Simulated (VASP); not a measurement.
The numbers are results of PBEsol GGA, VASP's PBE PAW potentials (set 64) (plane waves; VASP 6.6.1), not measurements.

A VASP calculation is set up with these files.

**INCAR**
```
! general
SYSTEM =Mn
PREC   =Accurate
ENCUT  =400
LREAL  =.False.
LASPH  =.True.

! electronic loop
EDIFF  =1E-6
NELM   =100
ALGO   =Normal
LMAXMIX=4

! smearing
ISMEAR =1
SIGMA  =0.1

! functional
GGA    =PS

! spin
ISPIN  =2
MAGMOM =2*4.0

! ions
IBRION =2
NSW    =60
ISIF   =3
EDIFFG =-0.01

! output
LWAVE  =.False.
LCHARG =.False.
LORBIT =10
```

KPOINTS:
```
Automatic mesh
0
Gamma
15 15 8
0 0 0
```

### POSCAR
```
Mn
1.0
  2.5384770000   0.0000000000   0.0000000000
 -1.2692390000   2.1983860000   0.0000000000
  0.0000000000   0.0000000000   4.1214560000
Mn
2
Cartesian
 -0.0000016026   1.4655913995   1.0303640000
  1.2692396026   0.7327946005   3.0910920000
```

POTCAR, in this order: Mn_pv (PBE.64 set). Program: vasp_std.

Output

### OUTCAR
```
 ion  position               nearest neighbor table
   1  0.333  0.667  0.250-   2 2.53   2 2.53   2 2.53   2 2.53   2 2.53   2 2.53
   2  0.667  0.333  0.750-   1 2.53   1 2.53   1 2.53   1 2.53   1 2.53   1 2.53
  LATTYP: Found a hexagonal cell.
 ALAT       =     2.5384770000
 C/A-ratio  =     1.6235939896
 Subroutine PRICEL returns:
 Original cell was already a primitive cell.
 Subroutine GETGRP returns: Found 24 space group operations
The static configuration has the point symmetry D_3d.
 The point group associated with its full space group is D_6h.
The dynamic configuration has the point symmetry D_3d.
The overall configuration has the point symmetry D_3d.
 Subroutine INISYM returns: Found 24 space group operations
 Subroutine IBZKPT returns following result:
 Found    135 irreducible k-points:

 Following reciprocal coordinates:
            Coordinates               Weight
  0.000000  0.000000  0.000000      1.000000
  0.066667  0.000000  0.000000      6.000000
  0.133333 -0.000000  0.000000      6.000000
  0.200000 -0.000000  0.000000      6.000000
  0.266667 -0.000000  0.000000      6.000000
  0.333333  0.000000  0.000000      6.000000
  0.400000 -0.000000  0.000000      6.000000
  0.466667 -0.000000  0.000000      6.000000
  0.066667  0.066667  0.000000      6.000000
  0.133333  0.066667  0.000000     12.000000
  0.200000  0.066667  0.000000     12.000000
  0.266667  0.066667  0.000000     12.000000
  0.333333  0.066667  0.000000     12.000000
  0.400000  0.066667  0.000000     12.000000
  0.466667  0.066667  0.000000      6.000000
  0.133333  0.133333  0.000000      6.000000
  0.200000  0.133333  0.000000     12.000000
  0.266667  0.133333  0.000000     12.000000
  0.333333  0.133333  0.000000     12.000000
  0.400000  0.133333  0.000000     12.000000
  0.200000  0.200000  0.000000      6.000000
...
```

### OSZICAR
```
       N       E                     dE             d eps       ncg     rms          rms(c)
DAV:   1     0.222699067771E+03    0.22270E+03   -0.13661E+04 11553   0.148E+03
DAV:   2    -0.114543991049E+02   -0.23415E+03   -0.22596E+03 11430   0.401E+02
DAV:   3    -0.196582749534E+02   -0.82039E+01   -0.81327E+01 12380   0.888E+01
DAV:   4    -0.197360687326E+02   -0.77794E-01   -0.77787E-01 12495   0.851E+00
DAV:   5    -0.197375684639E+02   -0.14997E-02   -0.14997E-02 12550   0.119E+00    0.248E+01
DAV:   6    -0.186132863935E+02    0.11243E+01   -0.11402E+01 12180   0.434E+01    0.619E+00
DAV:   7    -0.190111676501E+02   -0.39788E+00   -0.41248E-01 12345   0.640E+00    0.521E+00
DAV:   8    -0.191034525530E+02   -0.92285E-01   -0.20185E-02 12260   0.176E+00    0.281E+00
DAV:   9    -0.191985283885E+02   -0.95076E-01   -0.10556E-01 12255   0.311E+00    0.692E-01
DAV:  10    -0.192005945140E+02   -0.20661E-02   -0.16147E-02 12085   0.134E+00    0.210E-01
DAV:  11    -0.192007534373E+02   -0.15892E-03   -0.48323E-04 12040   0.245E-01    0.120E-01
DAV:  12    -0.192007443598E+02    0.90775E-05   -0.41484E-05 12608   0.685E-02    0.413E-02
DAV:  13    -0.192007458797E+02   -0.15199E-05   -0.36920E-06 11183   0.224E-02    0.130E-02
DAV:  14    -0.192007449311E+02    0.94858E-06   -0.41558E-06  9777   0.196E-02
   1 F= -.19200745E+02 E0= -.19200767E+02  d E =-.192007E+02  mag=     0.0001
       N       E                     dE             d eps       ncg     rms          rms(c)
DAV:   1    -0.621269946778E+02   -0.42926E+02   -0.49813E+02 11760   0.291E+02    0.907E+01
DAV:   2    -0.198378265324E+02    0.42289E+02   -0.10420E+02 11530   0.163E+02    0.243E+01
DAV:   3    -0.189734505305E+02    0.86438E+00   -0.26887E+00 12645   0.152E+01    0.160E+01
DAV:   4    -0.185266290257E+02    0.44682E+00   -0.43358E-01 11975   0.641E+00    0.310E+00
DAV:   5    -0.185352260222E+02   -0.85970E-02   -0.30508E-02 12996   0.147E+00    0.406E-01
DAV:   6    -0.185347887271E+02    0.43730E-03   -0.16997E-03 11900   0.426E-01    0.121E-01
DAV:   7    -0.185346556130E+02    0.13311E-03   -0.18777E-04 12859   0.191E-01    0.385E-02
DAV:   8    -0.185346532956E+02    0.23174E-05   -0.75182E-06 12048   0.313E-02    0.137E-02
DAV:   9    -0.185346539115E+02   -0.61597E-06   -0.25341E-07  6669   0.503E-03
   2 F= -.18534654E+02 E0= -.18534534E+02  d E =0.666091E+00  mag=     0.0000
       N       E                     dE             d eps       ncg     rms          rms(c)
DAV:   1    -0.405833352565E+02   -0.22049E+02   -0.28957E+02 11560   0.276E+02    0.380E+01
DAV:   2    -0.204917127509E+02    0.20092E+02   -0.74133E+01 11900   0.104E+02    0.959E+00
DAV:   3    -0.195860412683E+02    0.90567E+00   -0.20661E+00 11760   0.192E+01    0.774E+00
DAV:   4    -0.194842574092E+02    0.10178E+00   -0.93236E-02 12415   0.284E+00    0.484E+00
DAV:   5    -0.194369215325E+02    0.47336E-01   -0.95116E-02 12160   0.315E+00    0.260E-01
DAV:   6    -0.194376604870E+02   -0.73895E-03   -0.26840E-03 12370   0.474E-01    0.170E-01
DAV:   7    -0.194373939441E+02    0.26654E-03   -0.81646E-05 12614   0.108E-01    0.371E-02
DAV:   8    -0.194373672734E+02    0.26671E-04   -0.60495E-06 11833   0.303E-02    0.110E-02
DAV:   9    -0.194373669417E+02    0.33163E-06   -0.11318E-07  6360   0.343E-03
   3 F= -.19437367E+02 E0= -.19437453E+02  d E =-.236622E+00  mag=    -0.0000
       N       E                     dE             d eps       ncg     rms          rms(c)
DAV:   1    -0.194546643859E+02   -0.17297E-01   -0.19069E-01 11855   0.646E+00    0.113E+00
DAV:   2    -0.194390996890E+02    0.15565E-01   -0.60437E-02 12055   0.333E+00    0.244E-01
DAV:   3    -0.194384221495E+02    0.67754E-03   -0.19225E-03 11965   0.595E-01    0.105E-01
DAV:   4    -0.194383187768E+02    0.10337E-03   -0.19481E-04 12220   0.134E-01    0.980E-03
DAV:   5    -0.194383152985E+02    0.34783E-05   -0.38697E-06 11665   0.206E-02    0.615E-03
DAV:   6    -0.194383124359E+02    0.28626E-05   -0.13370E-07  6220   0.434E-03    0.759E-04
DAV:   7    -0.194383127154E+02   -0.27951E-06   -0.29393E-08  5865   0.202E-03
   4 F= -.19438313E+02 E0= -.19438405E+02  d E =-.237568E+00  mag=     0.0000
       N       E                     dE             d eps       ncg     rms          rms(c)
DAV:   1    -0.194411566881E+02   -0.28443E-02   -0.32867E-02 11865   0.269E+00    0.468E-01
DAV:   2    -0.194384769101E+02    0.26798E-02   -0.10375E-02 12060   0.138E+00    0.999E-02
DAV:   3    -0.194383619549E+02    0.11496E-03   -0.32455E-04 11970   0.245E-01    0.433E-02
DAV:   4    -0.194383487153E+02    0.13240E-04   -0.33560E-05 12270   0.559E-02    0.398E-03
DAV:   5    -0.194383477383E+02    0.97699E-06   -0.61799E-07  7668   0.856E-03
   5 F= -.19438348E+02 E0= -.19438442E+02  d E =-.237603E+00  mag=    -0.0000
       N       E                     dE             d eps       ncg     rms          rms(c)
DAV:   1    -0.194391972295E+02   -0.84851E-03   -0.99847E-03 11810   0.147E+00    0.255E-01
DAV:   2    -0.194384034924E+02    0.79374E-03   -0.31576E-03 12120   0.759E-01    0.553E-02
DAV:   3    -0.194383662456E+02    0.37247E-04   -0.10363E-04 12110   0.138E-01    0.238E-02
DAV:   4    -0.194383548005E+02    0.11445E-04   -0.11072E-05 12035   0.296E-02    0.322E-03
DAV:   5    -0.194383549926E+02   -0.19212E-06   -0.39187E-07  6440   0.745E-03
   6 F= -.19438355E+02 E0= -.19438446E+02  d E =-.725431E-05  mag=     0.0000
```

OUTCAR:
```
------------------------ aborting loop because EDIFF is reached ----------------------------------------
  FORCE on cell =-STRESS in cart. coord.  units (eV):
  Direction    XX          YY          ZZ          XY          YZ          ZX
  --------------------------------------------------------------------------------------
  Total       -0.0181273     -0.0181274     -0.0135240      0.0000000      0.0000000     -0.0000000
  in kB       -1.4124767     -1.4124772     -1.0537849      0.0000003      0.0000000     -0.0000000
  external PRESSURE =      -1.2929129 kB  Pullay stress =       0.0000000 kB
  volume of cell :       20.56
      direct lattice vectors                 reciprocal lattice vectors
     2.446092619  0.000000021 -0.000000000     0.408815262  0.236029649  0.000000000
    -1.223046773  2.118378722  0.000000000    -0.000000004  0.472059120 -0.000000000
    -0.000000000  0.000000000  3.968140906     0.000000000 -0.000000000  0.252007180
 POSITION                                       TOTAL-FORCE (eV/Angst)
 -----------------------------------------------------------------------------------
     -0.00000      1.41225      0.99204        -0.000000      0.000000      0.000000
      1.22305      0.70613      2.97611         0.000000     -0.000000      0.000000
 -----------------------------------------------------------------------------------
    total drift:                               -0.000228      0.000131     -0.000041
  FREE ENERGIE OF THE ION-ELECTRON SYSTEM (eV)
  ---------------------------------------------------
  free  energy   TOTEN  =       -19.4383549926 eV

  energy  without entropy=      -19.4386274910  energy(sigma->0) =      -19.43844583

 total charge

# of ion       s       p       d       tot
------------------------------------------
    1        0.448   6.437   5.200  12.085
    2        0.448   6.437   5.200  12.085
--------------------------------------------------
tot          0.895  12.875  10.399  24.169

 magnetization (x)

# of ion       s       p       d       tot
------------------------------------------
    1        0.000  -0.000   0.000   0.000
    2        0.000  -0.000   0.000   0.000
--------------------------------------------------
tot          0.000  -0.000   0.000   0.000

 reached required accuracy - stopping structural energy minimisation
```
(Selected blocks of OUTCAR.)

**CONTCAR**
```
Mn
   1.00000000000000
     2.4460926192211292    0.0000000210426031   -0.0000000000000000
    -1.2230467731903194    2.1183787216999863    0.0000000000000000
    -0.0000000000000000    0.0000000000000000    3.9681409064197766
  Mn
     2
Direct
     0.3333330000000032    0.6666669999999968    0.2500000000000000
     0.6666669999999968    0.3333330000000032    0.7500000000000000
```

### OUTCAR
```
 val. band max:       10.8065735140   @ k =   0.0667   0.0000   0.0000

 cond. band min:      10.8125020764   @ k =   0.2000  -0.0000   0.2500


 Fermi energy:        10.8109013965

 spin component 1

 k-point     1 :       0.0000    0.0000    0.0000
  band No.  band energies     occupation
      1     -37.3797      1.00000
      2     -36.6011      1.00000
      3     -36.6011      1.00000
      4     -36.4809      1.00000
      5     -36.4809      1.00000
      6     -36.4786      1.00000
      7       2.4441      1.00000
      8       6.1735      1.00000
      9       9.7729      1.00000
     10       9.8139      1.00000
     11       9.8139      1.00000
     12      10.3155      1.00000
     13      10.3155      1.00000
     14      10.8825      0.03461
     15      10.8825      0.03456
     16      11.6005     -0.00000
     17      12.5370     -0.00000
     18      12.5370     -0.00000
     19      20.5868      0.00000
     20      31.9318      0.00000
     21      35.2187      0.00000

 k-point     2 :       0.0667    0.0000    0.0000
  band No.  band energies     occupation
      1     -37.3667      1.00000
      2     -36.6303      1.00000
      3     -36.6103      1.00000
      4     -36.5116      1.00000
      5     -36.4853      1.00000
      6     -36.4834      1.00000
      7       2.6176      1.00000
      8       6.2969      1.00000
      9       9.5160      1.00000
     10       9.9222      1.00000
     11      10.0271      1.00000
     12      10.2537      1.00000
     13      10.4121      1.00000
     14      10.6411      1.01864
     15      10.8066      0.53659
     16      10.9819     -0.01811
     17      12.5723     -0.00000
     18      13.4685      0.00000
     19      20.5841      0.00000
     20      31.6856      0.00000
     21      34.6896      0.00000

 k-point     3 :       0.1333   -0.0000    0.0000
  band No.  band energies     occupation
      1     -37.3290      1.00000
...
```

Energy and stress use the plane-wave basis of the starting cell. The moments were started parallel, and other spin orders were not tried in this run.

The structure was generated: Mn was put into the hcp type (P6_3/mmc), which need not be its known phase. This run relaxes it. Symmetry was kept, so distortions that lower it aren't found.
